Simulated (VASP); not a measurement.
# MoS2 (Molybdenite): input slips in a band-gap run and what they do, part 2 of 2

Aim: see how common mistakes in a band-structure run show up, on MoS2 (Molybdenite). The starting structure is a measured crystal structure from the Crystallography Open Database. The atoms were first relaxed with LDA in that cell, in a run that isn't shown, and the relaxed structure is the one below.

VASP 6.6.1.

Results so far: reference 0.831 eV; a cutoff far too low 0.505 eV.

## 5. Bands with a wide metal-type smearing

Level of this step: LDA; plane waves and PAW (Mo_sv, S) (VASP).

A slip made on purpose: a wide metal-type smearing. Against step 2 the input has ISMEAR = 1 and SIGMA = 1 (also changed: NELM).

Input file INCAR:

```
SYSTEM = MoS2
PREC = Accurate
ENCUT = 350
EDIFF = 1E-06
NELM = 60
ISMEAR = 1
SIGMA = 1
LREAL = .FALSE.
ALGO = Normal
GGA = CA
NBANDS = 42
LASPH = .TRUE.
LORBIT = 11
LWAVE = .FALSE.
LCHARG = .FALSE.
KPAR = 8
```

Input file POSCAR:

```
MoS2
1.0
    3.1610000000      0.0000000000      0.0000000000
   -1.5805000000      2.7375063014      0.0000000000
    0.0000000000      0.0000000000     12.2950000000
Mo S
2 4
Direct
    0.6666666667      0.3333333333      0.7500000000
    0.3333333333      0.6666666667      0.2500000000
    0.6666666667      0.3333333333      0.3755016495
    0.3333333333      0.6666666667      0.8755016495
    0.6666666667      0.3333333333      0.1244983505
    0.3333333333      0.6666666667      0.6244983505
```

Input file KPOINTS:

```
Automatic mesh
0
Gamma
9 9 2
0 0 0
```

Input file KPOINTS_OPT:

```
Line mode
8
Line-mode
Reciprocal
  0.00000000   0.00000000   0.00000000 GAMMA
  0.50000000   0.00000000   0.00000000 M

  0.50000000   0.00000000   0.00000000 M
  0.33333333   0.33333333   0.00000000 K

  0.33333333   0.33333333   0.00000000 K
  0.00000000   0.00000000   0.00000000 GAMMA

  0.00000000   0.00000000   0.00000000 GAMMA
  0.00000000   0.00000000   0.50000000 A

  0.00000000   0.00000000   0.50000000 A
  0.50000000   0.00000000   0.50000000 L

  0.50000000   0.00000000   0.50000000 L
  0.33333333   0.33333333   0.50000000 H

  0.33333333   0.33333333   0.50000000 H
  0.00000000   0.00000000   0.50000000 A

  0.50000000   0.00000000   0.50000000 L
  0.50000000   0.00000000   0.00000000 M

  0.33333333   0.33333333   0.00000000 K
  0.33333333   0.33333333   0.50000000 H
```

The projector-augmented-wave data sets are Mo_sv and S (LDA family, release 64).

Launch:

```console
> mpirun -np 8 vasp_std
```

The log of the run:

```text
[... set-up lines as in an earlier step ...]
 entering main loop
       N       E                     dE             d eps       ncg     rms          rms(c)
DAV:   1     0.343291961875E+03    0.34329E+03   -0.23366E+04  2232   0.867E+02
DAV:   2    -0.356751758966E+02   -0.37897E+03   -0.36337E+03  2380   0.284E+02
DAV:   3    -0.514855312478E+02   -0.15810E+02   -0.15598E+02  2478   0.548E+01
DAV:   4    -0.516987010375E+02   -0.21317E+00   -0.21294E+00  2392   0.667E+00
[...]
DAV:  12    -0.487310616626E+02    0.58209E-04   -0.11409E-04  2276   0.462E-02    0.746E-02
DAV:  13    -0.487310513006E+02    0.10362E-04   -0.70446E-05  2354   0.402E-02    0.181E-02
DAV:  14    -0.487310511634E+02    0.13724E-06   -0.50588E-06  2106   0.119E-02
   1 F= -.48731051E+02 E0= -.48894760E+02  d E =0.491125E+00
 Start KPOINTS_OPT (optional k-point list driver)
k-point batch [1-24\72]
       N       E                     dE             ncg
DAV:   1    -0.211621435304E+04   -0.29330E+05     2256
DAV:   2    -0.113603148619E+05   -0.92441E+04     2362
DAV:   3    -0.117448714777E+05   -0.38456E+03     2414
DAV:   4    -0.117501204947E+05   -0.52490E+01     2416
DAV:   5    -0.117502038546E+05   -0.83360E-01     2446
DAV:   6    -0.117502058129E+05   -0.19582E-02     2544
DAV:   7    -0.117502058615E+05   -0.48588E-04     2452
DAV:   8    -0.117502058627E+05   -0.12857E-05     1752
DAV:   9    -0.117502058629E+05   -0.15392E-06     1598
[...]
k-point batch [49-72\72]
       N       E                     dE             ncg
DAV:   1    -0.240145736802E+04   -0.37197E+05     2264
DAV:   2    -0.114378797486E+05   -0.90364E+04     2336
DAV:   3    -0.118113213547E+05   -0.37344E+03     2420
DAV:   4    -0.118161597179E+05   -0.48384E+01     2408
DAV:   5    -0.118162338552E+05   -0.74137E-01     2400
DAV:   6    -0.118162355189E+05   -0.16636E-02     2462
DAV:   7    -0.118162355599E+05   -0.41002E-04     2396
DAV:   8    -0.118162355609E+05   -0.10677E-05     1644
DAV:   9    -0.118162355611E+05   -0.12347E-06     1536
```

Wall time 22 s (8 MPI ranks of AMD EPYC 7R43, shared host); peak memory 1.5 GiB.

OUTCAR, selected parts (step 5):

```text
  Total       -3.1706822     -3.1706822     -1.1417899      0.0000000      0.0000000      0.0000000
  in kB      -47.7479944    -47.7479944    -17.1944628      0.0000000      0.0000000      0.0000000
  external PRESSURE =     -37.5634838 kB  Pullay stress =       0.0000000 kB

 POSITION                                       TOTAL-FORCE (eV/Angst)
 -----------------------------------------------------------------------------------
      1.58050      0.91250      9.22125        -0.000000      0.000000     -0.000000
     -0.00000      1.82500      3.07375         0.000000     -0.000000     -0.000000
      1.58050      0.91250      4.61679        -0.000000      0.000000     -0.012041
     -0.00000      1.82500     10.76429         0.000000      0.000000     -0.012041
      1.58050      0.91250      1.53071        -0.000000      0.000000      0.012041
     -0.00000      1.82500      7.67821        -0.000000      0.000000      0.012041
 -----------------------------------------------------------------------------------
    total drift:                               -0.000000      0.000000     -0.000000

  FREE ENERGIE OF THE ION-ELECTRON SYSTEM (eV)
  ---------------------------------------------------
  free  energy   TOTEN  =       -48.7310511634 eV

  energy  without entropy=      -49.2221764462  energy(sigma->0) =      -48.89475959

[... 2 parts as in an earlier step ...]

[... 1 further part left out ...]
[key lines of the parts left out:]
E-fermi :   8.1366
```

With a wide metal-type smearing the gap is 0.828 eV, -0.003 eV from the reference.

## 6. Bands with a fixed density without a density file

A slip made on purpose: a fixed density without a density file. Against step 2 the input has ICHARG = 11 (also changed: NELM).

Changes to INCAR since step 5:

```diff
@@ -5,4 +5,4 @@
 NELM = 60
-ISMEAR = 1
-SIGMA = 1
+ISMEAR = 0
+SIGMA = 0.03
 LREAL = .FALSE.
@@ -16 +16,2 @@
 KPAR = 8
+ICHARG = 11
```

POSCAR is that of step 5.

KPOINTS is that of step 5.

KPOINTS_OPT is that of step 5.

Launch:

```console
> mpirun -np 8 vasp_std
```

The log of the run:

```text
[banner, memory and clock lines left out]
running    8 mpi-ranks, on    1 nodes
[...]
|                                                                             |
|           W    W    AA    RRRRR   N    N  II  N    N   GGGG   !!!           |
|           W    W   A  A   R    R  NN   N  II  NN   N  G    G  !!!           |
|           W    W  A    A  R    R  N N  N  II  N N  N  G       !!!           |
|           W WW W  AAAAAA  RRRRR   N  N N  II  N  N N  G  GGG   !            |
|           WW  WW  A    A  R   R   N   NN  II  N   NN  G    G                |
|           W    W  A    A  R    R  N    N  II  N    N   GGGG   !!!           |
|                                                                             |
|     For optimal performance we recommend to set                             |
|       NCORE = 2 up to number-of-cores-per-socket                            |
|     NCORE specifies how many cores store one orbital (NPAR=cpu/NCORE).      |
|     This setting can greatly improve the performance of VASP for DFT.       |
[...]
LDA part: xc-table for (Slater(with rela. corr.)+CA(PZ))
 , standard interpolation
 POSCAR, INCAR and KPOINTS ok, starting setup
[...]
WARNING: CHGCAR is incomplete
|                                                                             |
|     EEEEEEE  RRRRRR   RRRRRR   OOOOOOO  RRRRRR      ###     ###     ###     |
|     E        R     R  R     R  O     O  R     R     ###     ###     ###     |
|     E        R     R  R     R  O     O  R     R     ###     ###     ###     |
|     EEEEE    RRRRRR   RRRRRR   O     O  RRRRRR       #       #       #      |
|     E        R   R    R   R    O     O  R   R                               |
|     E        R    R   R    R   O     O  R    R      ###     ###     ###     |
|     EEEEEEE  R     R  R     R  OOOOOOO  R     R     ###     ###     ###     |
|                                                                             |
|     ERROR: charge density could not be read from file CHGCAR for            |
|     ICHARG>10                                                               |
|                                                                             |
|       ---->  I REFUSE TO CONTINUE WITH THIS SICK JOB ... BYE!!! <----       |
|                                                                             |

1
1
1
1
1
1
1
1
```

Wall time 6.2 s (8 MPI ranks).

VASP stopped with this message: “ERROR: charge density could not be read from file CHGCAR for ICHARG>10”.

## 7. Comparison

```
                                   run            ended  gap (eV)  change (eV)  core minutes
                             reference        converged     0.831            -          3.33
                  a cutoff far too low        converged     0.505       -0.327           0.8
                        no empty bands        converged         -            -          0.96
            a wide metal-type smearing        converged     0.828       -0.003          2.93
a fixed density without a density file  stopped by VASP         -            -         0.827
```

Core minutes are wall time times ranks of the run shown, on a shared host.

## 8. What came out

```json
{
 "reference gap": "0.831 eV",
 "gap with a cutoff far too low": "0.505 eV",
 "gap with a wide metal-type smearing": "0.828 eV",
 "run with no empty bands": "converged",
 "run with a fixed density without a density file": "stopped by VASP"
}
```

**Reading.** VASP stopped by itself in the run with a fixed density without a density file. The run without empty bands converged, and still can't show a gap. Finished, but with signs in the output that stand out against the reference: a cutoff far too low, with the gap changed by -0.33 eV (signs: a stress of up to 426.0 GPa and forces of up to 2.28 eV/Å); a wide metal-type smearing, with the gap changed by less than 0.01 eV (signs: a large entropy term in the energy). Further runs on this material are not shown.

[Lines on the potential files, build, host, timing and source positions are cut from VASP's logs without a mark.]

[Logs are printed without paths, hosts, clocks, repeated set-up lines and the standing remarks that a program may print on its own settings, such as how far it seeks lower states.]

[Hosts, paths, dates, database ids (printed as entryN), source tags and the programs' standing remarks are cut or masked in the printed files.]
